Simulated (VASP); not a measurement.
# A vacancy on the Al site in Al, part 3 of 3

Wanted: what a vacancy on the Al site costs in Al and how the lattice relaxes round it.

VASP 6.6.1; PBEsol; plane waves and PAW (Al).

So far. Step 2 (Relaxing the host crystal): The run ended after 2 ionic steps, 0.003 eV below its first step, once forces and stress met EDIFFG = -0.02. Step 3 (The supercell without the defect): The host is treated as a metal, as its relaxation found a gap under 0.3 eV or none, and only the neutral defect is run.

## Step 4: The defect cell

System of this step: Al. The cell holds 63 atoms: 63 Al. Cell: a = 11.352 Å, b = 11.352 Å, c = 11.352 Å, α = 60.0°, β = 60.0°, γ = 60.0°. It derives from Al. Nearest the centre at fractional (0.000, 0.000, 0.000): Al1 at 2.84 Å, Al3 at 2.84 Å, Al4 at 2.84 Å, Al7 at 2.84 Å, Al13 at 2.84 Å, Al16 at 2.84 Å, Al12 at 2.84 Å, Al19 at 2.84 Å.

The host is treated as a metal, since its gap is under 0.3 eV or closed. The run keeps 48 symmetry operations, which cuts the number of k-points but bars distortions that break them. The atoms relax at the host's fixed cell.

File INCAR:

```
SYSTEM = Al
PREC = Normal
ENCUT = 300
EDIFF = 1E-05
NELM = 120
ISMEAR = 1
SIGMA = 0.2
LREAL = Auto
ALGO = Fast
GGA = PS
NBANDS = 144
LORBIT = 11
LWAVE = .FALSE.
LCHARG = .TRUE.
KPAR = 4
NCORE = 2
IBRION = 2
NSW = 50
ISIF = 2
EDIFFG = -0.03
POTIM = 0.4
MAXMIX = 40
ISYM = 2
```

File POSCAR:

```
Al
1.0
    0.0000000000      8.0270485368      8.0270485368
    8.0270485368      0.0000000000      8.0270485368
    8.0270485368      8.0270485368      0.0000000000
Al
63
Direct
    0.0000000000      0.0000000000      0.2500000000
    0.0000000000      0.0000000000      0.5000000000
    0.0000000000      0.0000000000      0.7500000000
    0.0000000000      0.2500000000      0.0000000000
    0.0000000000      0.2500000000      0.2500000000
    0.0000000000      0.2500000000      0.5000000000
    0.0000000000      0.2500000000      0.7500000000
    0.0000000000      0.5000000000      0.0000000000
    0.0000000000      0.5000000000      0.2500000000
    0.0000000000      0.5000000000      0.5000000000
    0.0000000000      0.5000000000      0.7500000000
    0.0000000000      0.7500000000      0.0000000000
    0.0000000000      0.7500000000      0.2500000000
    0.0000000000      0.7500000000      0.5000000000
    0.0000000000      0.7500000000      0.7500000000
    0.2500000000      0.0000000000      0.0000000000
    0.2500000000      0.0000000000      0.2500000000
    0.2500000000      0.0000000000      0.5000000000
    0.2500000000      0.0000000000      0.7500000000
    0.2500000000      0.2500000000      0.0000000000
    0.2500000000      0.2500000000      0.2500000000
    0.2500000000      0.2500000000      0.5000000000
    0.2500000000      0.2500000000      0.7500000000
    0.2500000000      0.5000000000      0.0000000000
    0.2500000000      0.5000000000      0.2500000000
    0.2500000000      0.5000000000      0.5000000000
    0.2500000000      0.5000000000      0.7500000000
    0.2500000000      0.7500000000      0.0000000000
    0.2500000000      0.7500000000      0.2500000000
    0.2500000000      0.7500000000      0.5000000000
    0.2500000000      0.7500000000      0.7500000000
    0.5000000000      0.0000000000      0.0000000000
    0.5000000000      0.0000000000      0.2500000000
    0.5000000000      0.0000000000      0.5000000000
    0.5000000000      0.0000000000      0.7500000000
    0.5000000000      0.2500000000      0.0000000000
    0.5000000000      0.2500000000      0.2500000000
    0.5000000000      0.2500000000      0.5000000000
    0.5000000000      0.2500000000      0.7500000000
    0.5000000000      0.5000000000      0.0000000000
    0.5000000000      0.5000000000      0.2500000000
    0.5000000000      0.5000000000      0.5000000000
    0.5000000000      0.5000000000      0.7500000000
    0.5000000000      0.7500000000      0.0000000000
    0.5000000000      0.7500000000      0.2500000000
    0.5000000000      0.7500000000      0.5000000000
    0.5000000000      0.7500000000      0.7500000000
    0.7500000000      0.0000000000      0.0000000000
    0.7500000000      0.0000000000      0.2500000000
    0.7500000000      0.0000000000      0.5000000000
    0.7500000000      0.0000000000      0.7500000000
    0.7500000000      0.2500000000      0.0000000000
    0.7500000000      0.2500000000      0.2500000000
    0.7500000000      0.2500000000      0.5000000000
    0.7500000000      0.2500000000      0.7500000000
    0.7500000000      0.5000000000      0.0000000000
    0.7500000000      0.5000000000      0.2500000000
    0.7500000000      0.5000000000      0.5000000000
    0.7500000000      0.5000000000      0.7500000000
    0.7500000000      0.7500000000      0.0000000000
    0.7500000000      0.7500000000      0.2500000000
    0.7500000000      0.7500000000      0.5000000000
    0.7500000000      0.7500000000      0.7500000000
```

File KPOINTS:

```
Automatic mesh
0
Gamma
4 4 4
0 0 0
```

The projector-augmented-wave data sets are Al (PBE family, release 64).

Launch:

```console
mpirun -np 8 vasp_std
```

Log:

```text
[banner, memory and clock lines left out]
running    8 mpi-ranks, on    1 nodes
 distrk:  each k-point on    2 cores,    4 groups
 distr:  one band on    2 cores,    1 groups

 POSCAR found type information on POSCAR Al
 POSCAR found :  1 types and      63 ions
 [... a notice as in an earlier step ...]

 LDA part: xc-table for (Slater+PW92), standard interpolation
 POSCAR, INCAR and KPOINTS ok, starting setup
 FFT: planning ... GRIDC
 FFT: planning ... GRID_SOFT
 FFT: planning ... GRID
 WAVECAR not read
 entering main loop
       N       E                     dE             d eps       ncg     rms          rms(c)
DAV:   1     0.114358757729E+03    0.11436E+03   -0.46277E+04  2312   0.679E+02
DAV:   2    -0.239381651088E+03   -0.35374E+03   -0.32891E+03  2736   0.114E+02
DAV:   3    -0.258756362642E+03   -0.19375E+02   -0.18553E+02  2768   0.223E+01
DAV:   4    -0.259105934925E+03   -0.34957E+00   -0.34620E+00  2784   0.325E+00
DAV:   5    -0.259112825640E+03   -0.68907E-02   -0.68789E-02  2752   0.490E-01    0.119E+01
RMM:   6    -0.257802919562E+03    0.13099E+01   -0.63461E-01  2304   0.907E-01    0.685E+00
RMM:   7    -0.257117241904E+03    0.68568E+00   -0.32958E-01  2304   0.880E-01    0.119E+00
RMM:   8    -0.257073866616E+03    0.43375E-01   -0.37795E-02  2304   0.351E-01    0.666E-01
RMM:   9    -0.257070140986E+03    0.37256E-02   -0.66792E-03  2339   0.175E-01    0.336E-01
RMM:  10    -0.257069341289E+03    0.79970E-03   -0.18339E-03  2401   0.869E-02    0.372E-02
RMM:  11    -0.257069308847E+03    0.32442E-04   -0.50114E-04  2407   0.476E-02    0.634E-02
RMM:  12    -0.257069310404E+03   -0.15571E-05   -0.10816E-04  2359   0.207E-02    0.150E-02
RMM:  13    -0.257069298904E+03    0.11501E-04   -0.16607E-05  1581   0.850E-03    0.192E-02
RMM:  14    -0.257069295103E+03    0.38006E-05   -0.43077E-06  1432   0.435E-03
   1 F= -.25706930E+03 E0= -.25706169E+03  d E =-.257069E+03
 curvature:   0.00 expect dE= 0.000E+00 dE for cont linesearch  0.000E+00
 trial: gam= 0.00000 g(F)=  0.395E-01 g(S)=  0.000E+00 ort = 0.000E+00 (trialstep = 0.100E+01)
 search vector abs. value=  0.395E-01
 bond charge predicted
       N       E                     dE             d eps       ncg     rms          rms(c)
DAV:   1    -0.257104332709E+03   -0.35034E-01   -0.21307E-01  2720   0.920E-01    0.166E-01
RMM:   2    -0.257103769986E+03    0.56272E-03   -0.11590E-02  2304   0.219E-01    0.346E-01
RMM:   3    -0.257103820506E+03   -0.50520E-04   -0.12136E-03  2325   0.783E-02    0.366E-02
RMM:   4    -0.257103848021E+03   -0.27515E-04   -0.29488E-04  2349   0.382E-02    0.377E-02
RMM:   5    -0.257103853613E+03   -0.55918E-05   -0.50320E-05  1976   0.154E-02
   2 F= -.25710385E+03 E0= -.25709706E+03  d E =-.345585E-01
[...]
3 F= -.25715434E+03 E0= -.25714996E+03  d E =-.850486E-01
[...]
4 F= -.25715472E+03 E0= -.25715059E+03  d E =-.854251E-01
[...]
5 F= -.25716085E+03 E0= -.25715652E+03  d E =-.612728E-02
 trial-energy change:   -0.006127  1 .order   -0.005986   -0.007809   -0.004164
 step:   3.0077(harm=  3.5701)  dis= 0.00686  next Energy=  -257.162596 (dE=-0.788E-02)
 bond charge predicted
       N       E                     dE             d eps       ncg     rms          rms(c)
DAV:   1    -0.257162953485E+03   -0.21117E-02   -0.46403E-02  2520   0.459E-01    0.213E-01
RMM:   2    -0.257162803163E+03    0.15032E-03   -0.29245E-03  2304   0.117E-01    0.211E-01
RMM:   3    -0.257162835769E+03   -0.32606E-04   -0.29726E-04  2306   0.405E-02    0.811E-02
RMM:   4    -0.257162838381E+03   -0.26122E-05   -0.41677E-05  1952   0.145E-02
   6 F= -.25716284E+03 E0= -.25715836E+03  d E =-.811822E-02
 curvature:  -1.87 expect dE=-0.669E-03 dE for cont linesearch -0.747E-04
 trial: gam=-0.09525 g(F)=  0.358E-03 g(S)=  0.000E+00 ort = 0.464E-03 (trialstep = 0.193E+01)
 search vector abs. value=  0.319E-03
 reached required accuracy - stopping structural energy minimisation
```

It took 94 s on 8 MPI ranks of Intel Xeon Platinum 8488C (Sapphire Rapids), shared host; peak memory 3 GiB.

From OUTCAR (step 4):

```text
The static configuration has the point symmetry O_h .

 Found      8 irreducible k-points:

   NELECT =     189.0000    total number of electrons

 E-fermi :   7.9965

 k-point     1 :       0.0000    0.0000    0.0000
  band No.  band energies     occupation
    ...
     97       7.4225      2.00038
     98       7.7200      2.06480
     99       7.7200      2.06480
    100       7.7200      2.06480
    101       7.7307      2.06802
    102       8.1833     -0.03364
    103       8.2191     -0.06645
    104       8.2191     -0.06645
    105       8.2706     -0.06558
    106       8.2706     -0.06558
    ...

 k-point     2 :       0.2500    0.0000    0.0000
  band No.  band energies     occupation
    ...
     94       7.7393      2.06986
     95       7.8199      2.01668
     96       7.8651      1.88799
     97       7.8651      1.88799
     98       7.9479      1.39799
     99       8.6440     -0.00005
    100       8.6440     -0.00005
    101       8.6760     -0.00002
    102       8.6760     -0.00002
    103       8.6892     -0.00001
    ...

  Total       -2.8562361     -2.8562361     -2.8562361      0.0000000      0.0000000      0.0000000
  in kB       -4.4239176     -4.4239176     -4.4239176      0.0000000      0.0000000      0.0000000
  external PRESSURE =      -4.4239176 kB  Pullay stress =       0.0000000 kB

 POSITION                                       TOTAL-FORCE (eV/Angst)
 -----------------------------------------------------------------------------------
      1.96849      9.99553      8.02705         0.010294      0.010294     -0.000000
     12.04057      4.01352      8.02705        -0.000000      0.000000     -0.000000
     14.08561      6.05856      8.02705        -0.010294     -0.010294     -0.000000
      1.96849      0.00000      1.96849         0.010294      0.000000      0.010294
      4.01384     10.03368     10.03368        -0.012386     -0.007265     -0.007265
      6.02042     12.04026     10.03368         0.007265      0.012386     -0.007265
      8.02705     14.08561      9.99553        -0.000000     -0.010294      0.010294
     12.04057      8.02705      4.01352        -0.000000      0.000000     -0.000000
      6.02042     10.03368     12.04026         0.007265     -0.007265      0.012386
      8.02705      4.01352      4.01352        -0.000000      0.000000     -0.000000
     10.03368      6.02042      4.01384        -0.007265      0.007265     -0.012386
      6.05856      0.00000      6.05856        -0.010294      0.000000     -0.010294
      8.02705      1.96849      6.05856        -0.000000      0.010294     -0.010294
     10.03368      4.01384      6.02042        -0.007265     -0.012386      0.007265
     12.04026      6.02042      6.02042         0.012386      0.007265      0.007265
      8.02705      1.96849      9.99553        -0.000000      0.010294      0.010294
     10.03368      4.01384     10.03368        -0.007265     -0.012386     -0.007265
     12.04026      6.02042     10.03368         0.012386      0.007265     -0.007265
      6.05856      8.02705      1.96849        -0.010294      0.000000      0.010294
     10.03368     10.03368      4.01384        -0.007265     -0.007265     -0.012386
      4.01352      4.01352      4.01352        -0.000000      0.000000     -0.000000
      6.02042      6.02042      4.01384         0.007265      0.007265     -0.012386
      8.02705      8.02705      4.01171        -0.000000      0.000000      0.004866
     12.04026     10.03368      6.02042         0.012386     -0.007265      0.007265
      6.02042      4.01384      6.02042         0.007265     -0.012386      0.007265
      8.02705      6.01778      6.01778        -0.000000     -0.004021     -0.004021
     10.03631      8.02705      6.01778         0.004021      0.000000     -0.004021
      6.05856      1.96849      8.02705        -0.010294      0.010294     -0.000000
      8.02705      4.01171      8.02705        -0.000000      0.004866     -0.000000
     10.03631      6.01778      8.02705         0.004021     -0.004021     -0.000000
     12.04239      8.02705      8.02705        -0.004866      0.000000     -0.000000
     16.05410     12.04057     12.04057        -0.000000      0.000000     -0.000000
     10.03368      6.02042     12.04026        -0.007265      0.007265      0.012386
     12.04057      8.02705     12.04057        -0.000000      0.000000     -0.000000
      6.02042     10.03368      4.01384         0.007265     -0.007265     -0.012386
     10.03368     12.04026      6.02042        -0.007265      0.012386      0.007265
      4.01384      6.02042      6.02042        -0.012386      0.007265      0.007265
      6.01778      8.02705      6.01778        -0.004021      0.000000     -0.004021
[...]
-----------------------------------------------------------------------------------
    total drift:                                0.000000     -0.000000     -0.000000

  FREE ENERGIE OF THE ION-ELECTRON SYSTEM (eV)
  ---------------------------------------------------
  free  energy   TOTEN  =      -257.1628383811 eV

  energy  without entropy=     -257.1493901578  energy(sigma->0) =     -257.15835564

 total charge
# of ion       s       p       d       tot
------------------------------------------
    1        0.433   0.348   0.000   0.782
    2        0.429   0.348   0.000   0.777
    3        0.433   0.348   0.000   0.782
    4        0.433   0.348   0.000   0.782
    5        0.430   0.350   0.000   0.781
    6        0.430   0.350   0.000   0.781
    7        0.433   0.348   0.000   0.782
    8        0.429   0.348   0.000   0.777
    9        0.430   0.350   0.000   0.781
   10        0.429   0.348   0.000   0.777
   11        0.430   0.350   0.000   0.781
   12        0.433   0.348   0.000   0.782
   13        0.433   0.348   0.000   0.782
   14        0.430   0.350   0.000   0.781
   15        0.430   0.350   0.000   0.781
   16        0.433   0.348   0.000   0.782
   17        0.430   0.350   0.000   0.781
   18        0.430   0.350   0.000   0.781
   19        0.433   0.348   0.000   0.782
   20        0.430   0.350   0.000   0.781
   21        0.430   0.352   0.000   0.782
   22        0.430   0.350   0.000   0.781
   23        0.431   0.350   0.000   0.781
   24        0.430   0.350   0.000   0.781
   25        0.430   0.350   0.000   0.781
   26        0.430   0.352   0.000   0.782
   27        0.430   0.352   0.000   0.782
   28        0.433   0.348   0.000   0.782
   29        0.431   0.350   0.000   0.781
   30        0.430   0.352   0.000   0.782
   31        0.431   0.350   0.000   0.781
   32        0.429   0.348   0.000   0.777
   33        0.430   0.350   0.000   0.781
   34        0.429   0.348   0.000   0.777
   35        0.430   0.350   0.000   0.781
   36        0.430   0.350   0.000   0.781
   37        0.430   0.350   0.000   0.781
[...]
--------------------------------------------------
tot         27.131  22.049   0.000  49.180

[... 8 parts as in an earlier step ...]

[... 6 further parts left out ...]
```

Step by step:

| step | energy less that of the first step (eV) | largest force (eV/Å) |
| --- | --- | --- |
| 1 | 0.0000 | 0.2831 |
| 2 | -0.0346 | 0.2236 |
| 3 | -0.0850 | 0.0602 |
| 4 | -0.0854 | 0.0694 |
| 5 | -0.0916 | 0.0420 |
| 6 | -0.0935 | 0.0161 |

The atoms that moved most (Å):

| atom | dx | dy | dz | length |
| --- | --- | --- | --- | --- |
| Al3 | 0.038 | 0.038 | 0.000 | 0.054 |
| Al12 | 0.038 | 0.000 | 0.038 | 0.054 |
| Al48 | 0.000 | 0.038 | 0.038 | 0.054 |
| Al13 | 0.000 | -0.038 | 0.038 | 0.054 |
| Al28 | 0.038 | -0.038 | 0.000 | 0.054 |
| Al19 | 0.038 | 0.000 | -0.038 | 0.054 |
| Al49 | -0.038 | 0.000 | 0.038 | 0.054 |
| Al7 | 0.000 | 0.038 | -0.038 | 0.054 |

This step gave:

| Quantity | Value |
| --- | --- |
| electronic cycles | 38 |
| electrons | 189 |
| free energy (TOTEN) | -257.1628 eV |
| energy at zero smearing | -257.1584 eV |
| Fermi energy | 7.997 eV |

Valence density in the ac plane at fractional y = 0.000, through the centre, with atoms of Al within 0.45 Å of it. It is the smooth field of the valence electrons, not physical close to the nuclei.

Ten even steps from '_' (0.01 e/Å³) to '@' (0.23 e/Å³), each cell a mean:
```
____....::==**####==::==##@@%%%%%%%%**--::++%%@@%%%%%%%%++::--**%%##==--....
........::--++##@@@@%%%%%%@@%%%%%%%%@@%%##%%@@@@%%%%%%%%%%%%##%%@@%%##++--::
==--------==**##@@@@@@@@@@%%%%%%%%%%@@@@@@@@@@@@@@%%%%%%%%%%@@@@@@@@@@%%**++
****++++++**####%%@@@@@@%%%%%%@@@@%%%%@@@@%%%%%%@@@@@@%%%%@@%%%%%%@@@@@@%%##
==**%%%%%%%%%%**====##@@@@%%%%@@%%**==++%%@@%%%%@@@@##++==**%%%%%%%%@@%%**==
__::**@@@@@@@@##--__..++%%@@%%@@@@**..__::##@@@@@@@@%%--____==%%@@%%@@@@**::
----++%%@@@@@@@@##==::==##@@%%%%@@%%**::::++%%@@%%@@@@##==::--##@@%%%%%%%%**
%%%%%%@@@@%%%%%%@@@@%%%%%%@@%%%%%%%%@@%%%%%%@@@@%%%%%%@@@@%%%%%%@@@@%%%%%%%%
%%%%%%%%%%%%%%%%%%%%%%%%%%%%%%%%%%%%@@@@@@@@@@@@@@%%%%@@@@@@@@@@@@@@%%%%%%%%
%%%%%%%%%%%%@@@@%%@@@@%%%%%%%%@@@@%%%%@@@@%%%%%%@@@@@@@@@@@@@@%%%%%%@@@@%%%%
++##%%%%%%@@@@##++==**%%@@%%%%@@%%**==++##@@%%%%@@@@##++==**%%@@%%%%@@%%**==
__::##@@@@@@@@##--__..++%%@@@@@@@@++..__::##@@@@@@@@##--__..++%%@@@@@@@@++..
--::++%%@@%%@@@@##==::--##@@@@%%@@@@**--::++%%@@%%%%@@##==::--##@@@@%%@@%%**
%%##%%@@@@%%%%%%@@%%%%##%%@@@@%%%%@@@@%%####%%@@%%%%%%@@%%%%##%%@@@@%%%%%%%%
%%%%%%@@@@@@%%%%%%@@@@@@@@@@@@%%%%%%@@@@@@%%%%%%%%%%%%%%%%@@%%%%%%%%%%%%%%%%
%%%%%%%%%%@@@@@@%%@@@@@@%%%%%%@@@@%%%%@@@@%%%%%%%%@@%%%%%%@@%%%%%%%%@@@@%%%%
**%%%%%%%%@@@@##++++**%%@@%%%%@@%%**==++%%@@%%%%%%@@%%**++##%%@@%%@@@@%%**++
__--##@@%%%%@@##--____==%%@@@@@@@@**..__::##@@@@%%@@%%==____==%%@@@@@@@@**..
::::++%%@@%%%%@@##==::--##@@@@%%@@%%**::::++%%@@%%%%@@##==..::**@@@@@@@@%%++
##**%%@@@@@@%%%%@@@@%%%%%%@@@@%%%%%%@@%%%%%%@@@@%%%%%%@@@@%%########****####
++**##@@@@@@@@%%%%%%@@%%@@@@@@%%%%%%@@@@@@@@%%%%%%%%%%@@@@@@@@##**++==----==
::--==**%%@@@@@@@@@@@@%%%%%%%%@@@@@@@@@@@@%%%%%%%%@@@@@@@@@@@@##++--::::..::
....::--++##%%##++==**%%%%%%%%@@%%**==++##%%%%%%%%@@##++==**%%##++--::......
____..::--++##**::__..++%%%%%%%%%%++..__::##@@%%%%@@%%==____==####==::....__
```
Columns run along a (11.4 Å), rows up along c (11.4 Å). Atoms in or near the plane, at fractional coordinates: Al at (0.00, 0.25), Al at (0.00, 0.50), Al at (0.00, 0.75), Al at (0.25, 0.00), Al at (0.25, 0.25), Al at (0.25, 0.50), Al at (0.25, 0.75), Al at (0.50, 0.00), Al at (0.50, 0.25), Al at (0.50, 0.50), Al at (0.50, 0.75), Al at (0.75, 0.00), Al at (0.75, 0.25), Al at (0.75, 0.50) and more.

The run ended after 6 ionic steps, 0.094 eV below its first step, once the forces on the free atoms met EDIFFG = -0.03.

The 12 first neighbours (Al) lie 2.84 Å from the site in the perfect crystal and 2.78 Å on average after the relaxation (-1.9 %).

## Step 5: Formation energies

This step: point defect, PBEsol; plane waves and PAW (VASP 6.6.1).

Derived from the runs above.

This step gave:

```yaml
formation_energy_of_the_neutral_defect: 0.7798 eV
```

Formation energy:

| formation energy (eV) | largest move (Å) |
| --- | --- |
| 0.7798 | 0.05413 |

E_f is E(defect cell) less E(perfect cell), corrected for the atoms exchanged with their references.

References, in eV an atom: Al -4.094 (the host). They were run at the supercell's cutoff and functional, without U, and count both elements from their own phases.

## Step 6: Results

* formation energy at charge 0: 0.780 eV

What this shows: A vacancy on the Al site costs 0.78 eV, with every exchanged atom at the energy of its element. The 12 first neighbours (Al) lie 2.84 Å from the site in the perfect crystal and 2.78 Å on average after the relaxation (-1.9 %). With metallic smearing the value can move by tenths of an eV with the k mesh. The supercell of 64 atoms is small, so interactions between images remain.

[Lines on the potential files, build, host, timing and source positions are cut from VASP's logs without a mark.]

[Logs are printed without paths, hosts, clocks, repeated set-up lines and the standing remarks that a program may print on its own settings, such as how far it seeks lower states.]

[Hosts, paths, dates, database ids (printed as entryN), source tags and the programs' standing remarks are cut or masked in the printed files.]

[In band tables of VASP the shares of atoms and orbitals are scaled to a sum of 1 inside the atoms' spheres.]

[Runs that stopped without an error message from VASP are left out.]
